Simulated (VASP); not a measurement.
```xyz
2
Lattice="1.7950 -3.1090 0.0000 1.7950 3.1090 0.0000 0.0000 0.0000 5.6500" Properties=species:S:1:pos:R:3 pbc="T T T"
Dy     1.7950     1.0363     1.4125
Dy     1.7950    -1.0363     4.2375
```

Method: rev-vdW-DF2, VASP's PBE PAW potentials (set 64) (plane waves; VASP 6.6.1). Settings: 520 eV cut-off, 11×11×6 Γ-centred mesh, first-order Methfessel-Paxton smearing of 0.10 eV, potentials Dy_3.

The 4f electrons are frozen in the core of the lanthanide potential, so 4f levels, which can set the real gap, and their magnetism are missing. Energy and stress use the plane-wave basis of the starting cell.

**Question.** The ions, cell shape and volume are relaxed. What does this cell relax into?

**Answer.** 
```xyz
2
Lattice="1.7876 -3.0962 0.0000 1.7876 3.0962 0.0000 0.0000 0.0000 5.5300" Properties=species:S:1:pos:R:3 pbc="T T T"
Dy     1.7876     1.0321     1.3825
Dy     1.7876    -1.0321     4.1475
```
Space group P6_3/mmc (194), at a tolerance of 0.03 Å.

**Question.** How do energy and volume change from the first to the last step?

**Answer.** The energy (σ→0) changes by -5.0 meV/atom and the volume by -2.9 %, in 6 ionic steps.

```tsv
step	E(σ→0) (eV)	max force (eV/Å)	pressure (GPa)	volume (Å³)
1	-4.5586	0.000	-1.34	63.06
2	-4.5677	0.000	0.29	60.69
3	-4.5680	0.000	0.06	61.01
4	-4.5680	0.000	0.02	61.05
5	-4.5682	0.000	0.02	61.10
6	-4.5686	0.000	-0.01	61.21
```

The compound is Dy in the hcp structure. This run relaxes it. Symmetry was kept, so distortions that lower it aren't found.
